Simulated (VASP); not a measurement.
Set up this calculation in VASP 6.6.1, as the native input.

```
Task                   : relaxation of cell and atoms
Functional             : LDA
Potentials or basis    : VASP PAW LDA potentials, release 64 (Hf_pv, O)
Cutoff                 : 600 eV
k mesh                 : 6 × 6 × 4
Occupations            : fermi-dirac, width 0.05 eV
Spin                   : no spin polarisation
Further INCAR settings : ALGO = Normal; EDIFF = 1e-06; IBRION = 2; EDIFFG = -0.01; NSW = 60; ISIF = 3
```

The structure of HfO2 lies in POSCAR:

```
HfO2
1.0
    3.6043260000      0.0000000000      0.0000000000
    0.0000000000      3.6043260000      0.0000000000
    0.0000000000      0.0000000000      5.2635560000
Hf O
2 4
Direct
    0.5000000000      0.5000000000      0.5000000000
    0.0000000000      0.0000000000      0.0000000000
    0.0000000000      0.5000000000      0.6932930000
    0.5000000000      0.0000000000      0.8067070000
    0.5000000000      0.0000000000      0.3067070000
    0.0000000000      0.5000000000      0.1932930000
```

Measurements of this composition are mostly on another form, of space group No. 14.

These files were run (other wordings do the same):

INCAR

```
PREC = Accurate ; ENCUT = 600
EDIFF = 1E-6 ; ISMEAR = -1
SIGMA = 0.05 ; LREAL = F
LASPH = T ; NELM = 100
ALGO = Normal ; ISIF = 3
LWAVE = F ; LCHARG = F
GGA = CA ; IBRION = 2
NSW = 60 ; EDIFFG = -0.01
KPAR = 8
```

KPOINTS

```
regular mesh
0
Gamma
  6 6 4
```

Potentials or basis: VASP PAW LDA potentials, release 64 (Hf_pv, O).

The run is started by

```bash
$ cat potpaw_LDA.64/Hf_pv/POTCAR potpaw_LDA.64/O/POTCAR > POTCAR
$ mpirun -np 8 vasp_std > vasp.out
```

It gave:

- Relaxed volume: 10.49 Å³/atom
- Relaxed cell: a = 3.523 Å, b = 3.523 Å, c = 5.072 Å, α = 90.00°, β = 90.00°, γ = 90.00°
- Space group after relaxing (to 0.05 Å): P4_2/nmc (No. 137)
- Energy gained by relaxing: 46.7 meV/atom
- Ionic steps: 12
- Pressure after relaxing: 0.0 GPa
- Largest force after relaxing: 0.009 eV/Å
- Band gap on the k mesh: 4.52 eV, indirect (least direct gap 4.65 eV)

Caveat: spin-orbit coupling is left out, which moves the levels of the heavy elements.

Run time: 57 s on 8 MPI ranks on Intel(R) Xeon(R) 6975P-C (Granite Rapids), on a shared host, peak memory 0.24 GiB a rank.
